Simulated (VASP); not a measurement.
Input:

```
CELL_PARAMETERS angstrom
      0.00000     2.54108     2.54108
      2.54108     0.00000     2.54108
      2.54108     2.54108     0.00000
ATOMIC_POSITIONS crystal
  Zr 0.00000 0.00000 0.00000
  O  0.25000 0.25000 0.25000
  O  0.75000 0.75000 0.75000
```

Calculation: PBE GGA, VASP's PBE PAW potentials (set 64) (plane waves; VASP). Run with 600 eV cut-off, 8×8×8 Γ-centred mesh, Gaussian smearing of 0.050 eV, potentials Zr_sv O.

Predict the energy per atom (σ→0), pressure, band gap (on the k-mesh) with the smallest direct gap where there is one.

The band gap (on the k-mesh) is 3.37 eV. The smallest direct gap (on the k-mesh) is 3.81 eV, the energy per atom (σ→0) comes out as -9.520 eV/atom and the pressure is 4.98 GPa.

The absolute energy has meaning only against runs of the same code, potentials and settings.

The compound is ZrO2 in the fluorite structure, the high-temperature cubic form, which is unstable at 0 K; the monoclinic form is the stable one. It was relaxed first under an external pressure of 5 GPa.
